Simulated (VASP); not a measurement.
An input for Quantum ESPRESSO's pw.x (written as the equivalent of a VASP run, and not itself run):

```
&CONTROL
  calculation = 'scf'
  pseudo_dir = './pseudo'
  outdir = './out'
  tprnfor = .true.
  tstress = .true.
/
&SYSTEM
  ibrav = 0
  nat = 2
  ntyp = 2
  ecutwfc = 74
  occupations = 'smearing'
  smearing = 'gaussian'
  degauss = 0.000735
  input_dft = 'pbesol'
/
&ELECTRONS
  conv_thr = 7.3e-08
  electron_maxstep = 100
/
ATOMIC_SPECIES
  K 39.098 K.upf
  I 126.904 I.upf
CELL_PARAMETERS angstrom
     0.0000000    3.5424350    3.5424350
     3.5424350    0.0000000    3.5424350
     3.5424350    3.5424350    0.0000000
ATOMIC_POSITIONS crystal
  K   -0.0003540 -0.0017200  0.0001060
  I    0.5003540  0.5017200  0.4998940
K_POINTS automatic
  7 7 7 0 0 0
```

Q: Translate this input to VASP (INCAR, KPOINTS, POSCAR, choice of POTCAR).

A: Several could match; the one computed here: 
### INCAR
```
! general
SYSTEM  = KI
PREC    = Accurate
ENCUT   = 300
LREAL   = .FALSE.
LASPH   = .TRUE.

! electronic loop
EDIFF   = 1E-6
NELM    = 100
ALGO    = Normal
LMAXMIX = 4

! smearing
ISMEAR  = 0
SIGMA   = 0.01

! functional
GGA     = PS

! ions
ISIF    = 2

! output
LWAVE   = .FALSE.
LCHARG  = .FALSE.
```

File POSCAR:
```
KI
5.009760
  0.0000000000   0.7071067277   0.7071067277
  0.7071067277   0.0000000000   0.7071067277
  0.7071067277   0.7071067277   0.0000000000
K I
1 1
direct
 -0.0003540000  -0.0017200000   0.0001060000
  0.5003540000   0.5017200000   0.4998940000
```

### KPOINTS
```
Automatic mesh
0
Gamma
7 7 7
0 0 0
```

POTCAR, in this order: K_sv I (PBE.64 set). Program: vasp_std.

The two are equivalent in intent, not identical: the potentials are each code's own (VASP's PAW set, PseudoDojo norm-conserving files in pw.x), so ENCUT and ecutwfc are chosen apart and not converted; conv_thr bounds pw.x's estimated SCF error, while EDIFF bounds the energy change between steps.

The structure comes from a computed database's KI entry; how it stands against other phases isn't given here. The cell was not relaxed at this level, atoms are displaced from their ideal sites.
